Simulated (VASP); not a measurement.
OSZICAR of a VASP run on LiCl (rock salt):

**OSZICAR**
```
       N       E                     dE             d eps       ncg     rms          rms(c)
DAV:   1     0.516704400151E+02    0.51670E+02   -0.48237E+03   522   0.120E+03
DAV:   2    -0.504001690866E+01   -0.56710E+02   -0.54798E+02   726   0.176E+02
DAV:   3    -0.740500150809E+01   -0.23650E+01   -0.23625E+01   647   0.435E+01
DAV:   4    -0.744996582082E+01   -0.44964E-01   -0.44894E-01   791   0.573E+00
DAV:   5    -0.745034295486E+01   -0.37713E-03   -0.37713E-03   681   0.533E-01    0.238E+00
DAV:   6    -0.737964705980E+01    0.70696E-01   -0.17601E-01   586   0.242E+00    0.171E+00
DAV:   7    -0.738080674552E+01   -0.11597E-02   -0.57199E-02   753   0.158E+00    0.920E-01
DAV:   8    -0.738508039185E+01   -0.42736E-02   -0.90329E-03   581   0.830E-01    0.143E-01
DAV:   9    -0.738506746582E+01    0.12926E-04   -0.29819E-04   679   0.160E-01    0.449E-02
DAV:  10    -0.738514293934E+01   -0.75474E-04   -0.11268E-04   565   0.974E-02    0.211E-02
DAV:  11    -0.738514524441E+01   -0.23051E-05   -0.53020E-06   809   0.220E-02    0.420E-03
DAV:  12    -0.738514594691E+01   -0.70250E-06   -0.41830E-07   525   0.577E-03
   1 F= -.73851459E+01 E0= -.73851459E+01  d E =-.278415E-18
```

### Question
Which electronic solver shows in the log?

### Answer
It is blocked Davidson (ALGO = Normal, or the opening steps of other solvers). The INCAR had ALGO = Normal.

### Question
Can the final energy be trusted as converged?

### Answer
The calculation finished and met its thresholds. It stopped with EDIFF = 1E-6, NELM = 100 (PBE GGA, plane waves, VASP's PBE PAW potentials (set 64)).

The compound is LiCl in the rock salt structure. The cell was not relaxed at this level. The run is one of a series of settings (ENCUT = 650 against the base run), some of them coarse on purpose.
